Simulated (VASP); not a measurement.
Given:

```
CELL_PARAMETERS angstrom
      0.00000     1.90175     1.90175
      1.90175     0.00000     1.90175
      1.90175     1.90175     0.00000
ATOMIC_POSITIONS crystal
  Pd 0.00000 0.00000 0.00000
```

Computed with vdW-DF-cx, VASP's PBE PAW potentials (set 64) (plane waves; VASP). Settings: 520 eV cut-off, 16×16×16 Γ-centred mesh, first-order Methfessel-Paxton smearing of 0.10 eV, potentials Pd.

Q: What does the run give for the energy per atom (σ→0), pressure, band gap (on the k-mesh) with the smallest direct gap where there is one?

A: 
```
Quantity                                                    Result
------------------------  ----------------------------------------
band gap (on the k-mesh)  none (metal, semimetal or under 0.01 eV)
energy per atom (σ→0)                               -2.543 eV/atom
pressure                                                 14.62 GPa
```

Only differences to runs with the same potentials and settings are physical.

The compound is Pd in the fcc structure. This cell is one point of a volume scan, at 0.94 of the reference volume.
